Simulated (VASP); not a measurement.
VASP, PAW. Lattice constant a of Ru (hcp) (static lattice).  The measured value holds thermal and zero-point effects that the static calculation lacks.

```json
[
 {"level": "r2SCAN+rVV10", "lattice constant a (Å)": "2.699"},
 {"level": "SCAN", "lattice constant a (Å)": "2.692"}
]
```

Question: Estimate the lattice constant a from r2SCAN, optB88-vdW, RPBE and from experiment.

Answer: 
The r2SCAN comes out as 2.705 Å. The optB88-vdW is 2.721 Å, the RPBE comes out as 2.732 Å and the measured is 2.706 Å at 293 K (as given by Wikipedia, Ruthenium (infobox)).

Only levels that ran to the end are used. Left out are those held back, those with too coarse a band path, GW runs whose mesh misses a band edge, hybrids' fits of cells that aren't cubic and levels without matching references; a question may draw on a part of the rest.

The compound is Ru in the hcp structure.
